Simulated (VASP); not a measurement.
# CdBr (Fm-3m) in VASP: notebook

Aim: see how the results for CdBr move with the level of theory and the settings. Levels: revPBE+D3, revPBE+D3(BJ). Tasks: relaxation of cell and atoms.

Program: VASP 6.6.1. These are calculated values, not measurements. Logs are shortened: lines on timing, memory, paths and dates and some standing lists are left out, and cuts for length are marked.

### 1 The structure

It takes space group Fm-3m (No. 225, cubic). The conventional cell has a = 6.145 Å, b = 6.145 Å, c = 6.145 Å, α = 90.00°, β = 90.00°, γ = 90.00°. Around Cd (site symmetry m-3m) lie 6 Br at 3.07 Å. Br (site symmetry m-3m) has 6 Cd at 3.07 Å as nearest neighbours.

The cell was built by a generator and needn't be a form met in nature.

### 2 Relaxation of cell and atoms, revPBE+D3

Input file INCAR:

```
SYSTEM = CdBr
PREC = Accurate ; ENCUT = 600
EDIFF = 1E-6 ; ISMEAR = -1
SIGMA = 0.05 ; LREAL = .False.
LASPH = .True. ; NELM = 80
ALGO = Normal ; ISIF = 3
LWAVE = .False. ; LCHARG = .False.
GGA = RE ; IVDW = 11
IBRION = 2 ; NSW = 40
EDIFFG = -0.005
```

Input file KPOINTS:

```
Automatic mesh
0
Gamma
  8 8 8
  0 0 0
```

Input file POSCAR:

```
CdBr
1.0
    0.0000000000      3.0723910300      3.0723910300
    3.0723910300      0.0000000000      3.0723910300
    3.0723910300      3.0723910300      0.0000000000
Cd Br
1 1
Direct
    0.0000000000      0.0000000000      0.0000000000
    0.5000000000      0.5000000000      0.5000000000
```

Potentials or basis: VASP PAW PBE potentials, release 64 (Cd, Br).

Launch:

```
> cat potpaw_PBE.64/Cd/POTCAR potpaw_PBE.64/Br/POTCAR > POTCAR
> mpirun -np 1 vasp_std > vasp.out
```

OUTCAR:

```text
SYSTEM = CdBr
   PREC = Accurate
   ENCUT = 600
   EDIFF = 1E-6
   ISMEAR = -1
   LREAL = .False.
   LASPH = .True.
   NELM = 80
   ISIF = 3
   GGA = RE
   IVDW = 11
   IBRION = 2
   NSW = 40
   EDIFFG = -0.005
 IVDW          = 11

 ion  position               nearest neighbor table
   1  0.000  0.000  0.000-   2 3.07   2 3.07   2 3.07   2 3.07   2 3.07   2 3.07
   2  0.500  0.500  0.500-   1 3.07   1 3.07   1 3.07   1 3.07   1 3.07   1 3.07

  LATTYP: Found a face centered cubic cell.
 ALAT       =     6.1447820600

  Lattice vectors:

 A1 = (   0.0000000000,   3.0723910300,   3.0723910300)
 A2 = (   3.0723910300,   0.0000000000,   3.0723910300)
 A3 = (   3.0723910300,   3.0723910300,   0.0000000000)

Analysis of symmetry for initial positions (statically):
=====================================================================
 Subroutine PRICEL returns:
 Original cell was already a primitive cell.

 Routine SETGRP: Setting up the symmetry group for a
 face centered cubic supercell.

 Subroutine GETGRP returns: Found 48 space group operations
 (whereof 48 operations were pure point group operations)
 out of a pool of 48 trial point group operations.

The static configuration has the point symmetry O_h .

Analysis of symmetry for dynamics (positions and initial velocities):
=====================================================================
 Subroutine PRICEL returns:
 Original cell was already a primitive cell.

 Routine SETGRP: Setting up the symmetry group for a
 face centered cubic supercell.

 Subroutine GETGRP returns: Found 48 space group operations
 (whereof 48 operations were pure point group operations)
 out of a pool of 48 trial point group operations.

The dynamic configuration has the point symmetry O_h .

 Subroutine INISYM returns: Found 48 space group operations
 (whereof 48 operations are pure point group operations),
 and found     1 'primitive' translations

----------------------------------------------------------------------------------------

                                     Primitive cell

  volume of cell :      58.0042

  direct lattice vectors                    reciprocal lattice vectors
     0.000000000  3.072391030  3.072391030    -0.162739702  0.162739702  0.162739702
     3.072391030  0.000000000  3.072391030     0.162739702 -0.162739702  0.162739702
     3.072391030  3.072391030  0.000000000     0.162739702  0.162739702 -0.162739702

  length of vectors
     4.345017064  4.345017064  4.345017064     0.281873432  0.281873432  0.281873432

  position of ions in fractional coordinates (direct lattice)
     0.000000000  0.000000000  0.000000000
     0.500000000  0.500000000  0.500000000

  ion indices of the primitive-cell ions
   primitive index   ion index
                 1           1
                 2           2

----------------------------------------------------------------------------------------

 KPOINTS: Automatic mesh

Automatic generation of k-mesh.
 Grid dimensions read from file:
 generate k-points for:    8    8    8

 Generating k-lattice:

  Cartesian coordinates                     Fractional coordinates (reciprocal lattice)
    -0.020342463  0.020342463  0.020342463     0.125000000  0.000000000  0.000000000
     0.020342463 -0.020342463  0.020342463     0.000000000  0.125000000  0.000000000
     0.020342463  0.020342463 -0.020342463     0.000000000  0.000000000  0.125000000

  Length of vectors
     0.035234179  0.035234179  0.035234179

  Shift w.r.t. Gamma in fractional coordinates (k-lattice)
     0.000000000  0.000000000  0.000000000

 Subroutine IBZKPT returns following result:
 ===========================================

 Found     29 irreducible k-points:

 Following reciprocal coordinates:
            Coordinates               Weight
  0.000000  0.000000  0.000000      1.000000
  0.125000  0.000000  0.000000      8.000000
  0.250000  0.000000  0.000000      8.000000
  0.375000  0.000000  0.000000      8.000000
  0.500000  0.000000  0.000000      4.000000
  0.125000  0.125000  0.000000      6.000000
[... 16 lines left out ...]
  0.500000  0.250000  0.125000     48.000000
 -0.375000  0.250000  0.125000     24.000000
 [... further k-points ...]
   k-points           NKPTS =     29   k-points in BZ     NKDIM =     29   number of bands    NBANDS=     13
   number of dos      NEDOS =    301   number of ions     NIONS =      2
   total plane-waves  NPLWV =  46656
   dimension x,y,z NGX =    36 NGY =   36 NGZ =   36
   dimension x,y,z NGXF=    72 NGYF=   72 NGZF=   72
   ions per type =               1   1
   NGX,Y,Z   is equivalent  to a cutoff of  13.77, 13.77, 13.77 a.u.
   NGXF,Y,Z  is equivalent  to a cutoff of  27.55, 27.55, 27.55 a.u.
 SYSTEM =  CdBr
   PREC   = accura    normal or accurate (medium, high low for compatibility)
   ISTART =      0    job   : 0-new  1-cont  2-samecut
   ICHARG =      2    charge: 1-file 2-atom 10-const
   ISPIN  =      1    spin polarized calculation?
   LNONCOLLINEAR =      F non collinear calculations
   LSORBIT =      F    spin-orbit coupling
   LASPH  =      T    aspherical Exc in radial PAW
   ENCUT  =  600.0 eV  44.10 Ry    6.64 a.u.   8.68  8.68  8.68*2*pi/ulx,y,z
   NELM   =     80;   NELMIN=  2; NELMDL= -5     # of ELM steps
   EDIFF  = 0.1E-05   stopping-criterion for ELM
   LREAL  =      F    real-space projection
   EDIFFG = -.5E-02   stopping-criterion for IOM
   NSW    =     40    number of steps for IOM
   IBRION =      2    ionic relax: 0-MD 1-quasi-New 2-CG
   NFREE  =      1    steps in history (QN), initial steepest desc. (CG)
   ISIF   =      3    stress and relaxation
   ISYM   =      2    0-nonsym 1-usesym 2-fastsym
   POTIM  = 0.5000    time-step for ionic-motion
   TEBEG  =    0.0;   TEEND  =   0.0 temperature during run
   PSTRESS=    0.0 pullay stress
   NELECT =      19.0000    total number of electrons
   NUPDOWN=      -1.0000    fix difference up-down
   EMIN   =  10.00;   EMAX   =-10.00  energy-range for DOS
   EFERMI =   0.00;   METHOD = LEGACY
   ISMEAR =    -1;   SIGMA  =   0.05  broadening in eV -4-tet -1-fermi 0-gaus
   EFERMI_NEDOS =   21; number of points for ismear=-14 and -15
   IALGO  =     38    algorithm
   IMIX   =      4    mixing-type and parameters
     AMIX     =   0.40;   BMIX     =  1.00
     AMIX_MAG =   1.60;   BMIX_MAG =  1.00
  volume/ion in A,a.u.               =      29.00       195.72
  Fermi-wavevector in a.u.,A,eV,Ry     =   1.128512  2.132579 17.327557  1.273540
  Thomas-Fermi vector in A             =   2.265202
   LORBIT       =      0    0 simple, 1 ext, 2 COOP (PROOUT), +10 PAW based schemes
   GGA     = RE    functional components
   LHFCALC =     F    Hartree Fock is set to
   AEXX    =    0.0000 exact exchange contribution
   IVDW    =    11    specifies the selected vdW correction
   LEPSILON=     F    determine dielectric tensor
   LRPA    =     F    only Hartree local field effects (RPA)
 conjugate gradient relaxation of ions
 non-spin polarized calculation
  energy-cutoff  :      600.00
  volume of cell :       58.00
 maximum number of plane-waves:      1964
   NGX = 17   NGY = 17   NGZ = 17

--------------------------------------- Ionic step        1  -------------------------------------------

 number of electron      18.9999999 magnetization

 Free energy of the ion-electron system (eV)
  ---------------------------------------------------
  ext. energy  EPLUGINS =         0.00000000
  ---------------------------------------------------
  free energy    TOTEN  =        -2.49167041 eV

  energy without entropy =       -2.48574412  energy(sigma->0) =       -2.48870726

------------------------ aborting loop because EDIFF is reached ----------------------------------------

 Edisp (eV)   -0.80684

 E8    (eV) :    -0.3709

  FORCE on cell =-STRESS in cart. coord.  units (eV):
  Direction    XX          YY          ZZ          XY          YZ          ZX
  --------------------------------------------------------------------------------------
  -------------------------------------------------------------------------------------
  Total      -0.04044    -0.04044    -0.04044     0.00000     0.00000     0.00000
  in kB      -1.11691    -1.11691    -1.11691     0.00000     0.00000     0.00000
  external pressure =       -1.12 kB  Pullay stress =        0.00 kB

 VOLUME and BASIS-vectors are now :
 -----------------------------------------------------------------------------
  energy-cutoff  :      600.00
  volume of cell :       58.00
      direct lattice vectors                 reciprocal lattice vectors
     0.000000000  3.072391030  3.072391030    -0.162739702  0.162739702  0.162739702
     3.072391030  0.000000000  3.072391030     0.162739702 -0.162739702  0.162739702
     3.072391030  3.072391030  0.000000000     0.162739702  0.162739702 -0.162739702
[... 121 lines left out ...]
 POSITION                                       TOTAL-FORCE (eV/Angst)
 -----------------------------------------------------------------------------------
      3.06468      0.00000      3.06468        -0.000000     -0.000000      0.000000
      3.06468      3.06468      3.06468         0.000000      0.000000     -0.000000
 -----------------------------------------------------------------------------------
    total drift:                                0.000000      0.000000      0.000000

  FREE ENERGIE OF THE ION-ELECTRON SYSTEM (eV)
  ---------------------------------------------------
  free  energy   TOTEN  =        -3.2986016133 eV

  energy  without entropy=       -3.2928734001  energy(sigma->0) =       -3.29573751

--------------------------------------- Ionic step        5  -------------------------------------------

 number of electron      18.9999999 magnetization

 Free energy of the ion-electron system (eV)
  ---------------------------------------------------
  ext. energy  EPLUGINS =         0.00000000
  ---------------------------------------------------
  free energy    TOTEN  =        -2.48619865 eV

  energy without entropy =       -2.48042010  energy(sigma->0) =       -2.48330937

 E-fermi :   2.4389     XC(G=0):  -8.8473

 val. band max:        2.3586565026   @ k =  -0.2500   0.5000   0.2500
 cond. band min:       2.4535951769   @ k =   0.3750   0.2500   0.1250
 fundamental gap:      0.0949386744
 Fermi energy:         2.4388940661

 k-point     1 :       0.0000    0.0000    0.0000
  band No.  band energies     occupation
      1     -13.8546      2.00000
      2      -6.2555      2.00000
      3      -6.2555      2.00000
      4      -6.2519      2.00000
      5      -6.2519      2.00000
      6      -6.2519      2.00000
      7      -1.2337      2.00000
      8      -1.2337      2.00000
      9      -1.2337      2.00000
     10      -0.1508      2.00000
     11       9.4244      0.00000
     12       9.4244      0.00000
     13       9.4244      0.00000

 k-point     2 :       0.1250    0.0000    0.0000
  band No.  band energies     occupation
      1     -13.8180      2.00000
      2      -6.2801      2.00000
      3      -6.2801      2.00000
      4      -6.2571      2.00000
      5      -6.2410      2.00000
      6      -6.2410      2.00000
      7      -1.9919      2.00000
      8      -1.1882      2.00000
      9      -1.1882      2.00000
     10       0.7312      2.00000
     11       7.9801      0.00000
[... 339 lines left out ...]
 k-point    24 :      -0.3750    0.2500    0.1250
  band No.  band energies     occupation
      1     -13.5756      2.00000
      2      -6.3773      2.00000
      3      -6.3101      2.00000
      4      -6.2751      2.00000
      5      -6.1758      2.00000
      6      -6.1686      2.00000
      7      -3.3309      2.00000
      8      -1.7866      2.00000
      9      -1.2894      2.00000
     10       3.0503      0.00001
     11       4.9884      0.00000
     12       7.0486      0.00000
     13       7.1740      0.00000

 [... further k-points ...]

------------------------ aborting loop because EDIFF is reached ----------------------------------------

 Edisp (eV)   -0.81243

 E8    (eV) :    -0.3739

  FORCE on cell =-STRESS in cart. coord.  units (eV):
  Direction    XX          YY          ZZ          XY          YZ          ZX
  --------------------------------------------------------------------------------------
  -------------------------------------------------------------------------------------
  Total       0.00698     0.00698     0.00698     0.00000     0.00000     0.00000
  in kB       0.19381     0.19381     0.19381     0.00000     0.00000     0.00000
  external pressure =        0.19 kB  Pullay stress =        0.00 kB

 VOLUME and BASIS-vectors are now :
 -----------------------------------------------------------------------------
  energy-cutoff  :      600.00
  volume of cell :       57.68
      direct lattice vectors                 reciprocal lattice vectors
     0.000000000  3.066626143  3.066626143    -0.163045633  0.163045633  0.163045633
     3.066626143  0.000000000  3.066626143     0.163045633 -0.163045633  0.163045633
     3.066626143  3.066626143  0.000000000     0.163045633  0.163045633 -0.163045633

 POSITION                                       TOTAL-FORCE (eV/Angst)
 -----------------------------------------------------------------------------------
      0.00000      0.00000      0.00000        -0.000000     -0.000000     -0.000000
      3.06663      3.06663      3.06663         0.000000      0.000000      0.000000
 -----------------------------------------------------------------------------------
    total drift:                                0.000000      0.000000      0.000000

  FREE ENERGIE OF THE ION-ELECTRON SYSTEM (eV)
  ---------------------------------------------------
  free  energy   TOTEN  =        -3.2986267070 eV

  energy  without entropy=       -3.2928481566  energy(sigma->0) =       -3.29573743

 reached required accuracy - stopping structural energy minimisation
```

Wall time 91 s (1 thread of AMD EPYC 7R13 (Zen 3), shared host); peak memory 0.2 GiB.

Results:

| Item | Value |
| --- | --- |
| Free energy | -3.2986 eV |
| Relaxed volume | 28.84 Å³/atom |
| Relaxed cell | a = 4.337 Å, b = 4.337 Å, c = 4.337 Å, α = 60.00°, β = 60.00°, γ = 60.00° |
| Space group after relaxing (to 0.05 Å) | Fm-3m (No. 225) |
| Energy gained by relaxing | 0.1 meV/atom |
| Ionic steps | 5 |
| Pressure after relaxing | 0.0 GPa |
| Band gap on the k mesh | none (metal or under the smearing width) |
| Dispersion energy per atom | -0.406 eV |

Step by step:
```csv
step,energy change (eV),largest force (eV/Å),pressure (GPa),volume (Å³)
1,0.0000,0.0000,-0.11,58.00
2,-0.0001,0.0000,-0.06,57.83
3,-0.0001,0.0000,-0.03,57.75
4,-0.0001,0.0000,0.06,57.57
5,-0.0001,0.0000,0.02,57.68
```

Final structure:
```xyz
2
Lattice="0.0000 3.0666 3.0666 3.0666 0.0000 3.0666 3.0666 3.0666 0.0000" Properties=species:S:1:pos:R:3 pbc="T T T"
Cd    0.0000    0.0000    0.0000
Br    3.0666    3.0666    3.0666
```

Levels at points of the mesh, in eV from the Fermi level:
| k point | band 8 | band 9 | band 10 | band 11 | band 12 | band 13 |
| --- | --- | --- | --- | --- | --- | --- |
| (0.00, 0.00, 0.00) | -3.67 | -3.67 | -2.59 | 6.99 | 6.99 | 6.99 |
| (0.50, 0.00, 0.00) | -3.35 | -3.35 | 1.36 | 1.95 | 3.89 | 3.89 |
| (0.50, 0.50, 0.00) | -4.37 | -4.37 | -1.79 | 4.38 | 5.53 | 6.85 |

Caveat: the PAW data sets were made with another functional, which shifts forces and pressure a little; an odd number of electrons without spin polarisation forces a metal; a magnetic or distorted state may lie lower; pairwise dispersion overbinds metals, which lowers pressure and volume.

### 3 Relaxation of cell and atoms, revPBE+D3(BJ)

INCAR: that of step 2 with these lines changed.

```diff
@@ -7,3 +7,3 @@
 LWAVE = .False. ; LCHARG = .False.
-GGA = RE ; IVDW = 11
+GGA = RE ; IVDW = 12
 IBRION = 2 ; NSW = 40
```

KPOINTS is that of step 2.

POSCAR is that of step 2.

Potentials or basis: VASP PAW PBE potentials, release 64 (Cd, Br).

Launch:

```
> cat potpaw_PBE.64/Cd/POTCAR potpaw_PBE.64/Br/POTCAR > POTCAR
> mpirun -np 1 vasp_std > vasp.out
```

It took 63 s on 1 thread of AMD EPYC 7R13 (Zen 3), shared host; peak memory 0.21 GiB.

The run converged. Its results:

* Free energy: -3.6172 eV
* Relaxed volume: 28.29 Å³/atom
* Relaxed cell: a = 4.309 Å, b = 4.309 Å, c = 4.309 Å, α = 60.00°, β = 60.00°, γ = 60.00°
* Space group after relaxing (to 0.05 Å): Fm-3m (No. 225)
* Energy gained by relaxing: 1.7 meV/atom
* Ionic steps: 3
* Pressure after relaxing: 0.0 GPa
* Band gap on the k mesh: none (metal or under the smearing width)
* Dispersion energy per atom: -0.576 eV

Step by step:
```tsv
step	energy change (eV)	largest force (eV/Å)	pressure (GPa)	volume (Å³)
1	0.0000	0.0000	-0.71	58.00
2	-0.0031	0.0000	-0.20	56.93
3	-0.0034	0.0000	-0.02	56.59
```

Final structure:
```
Cd Br
1.0
     0.00000    3.04716    3.04716
     3.04716    0.00000    3.04716
     3.04716    3.04716    0.00000
Cd Br
1 1
Direct
  0.00000 0.00000 0.00000
  0.50000 0.50000 0.50000
```

Levels at points of the mesh, in eV from the Fermi level:
```csv
k point,band 7,band 8,band 9,band 10,band 11,band 12,band 13
"(0.00, 0.00, 0.00)",-3.76,-3.76,-3.76,-2.63,6.94,6.94,6.94
"(0.50, 0.00, 0.00)",-6.23,-3.41,-3.41,1.29,2.01,3.83,3.83
"(0.50, 0.50, 0.00)",-5.62,-4.48,-4.48,-1.84,4.30,5.58,6.91
```

Caveat: the PAW data sets were made with another functional, which shifts forces and pressure a little; an odd number of electrons without spin polarisation forces a metal; a magnetic or distorted state may lie lower; pairwise dispersion overbinds metals, which lowers pressure and volume.
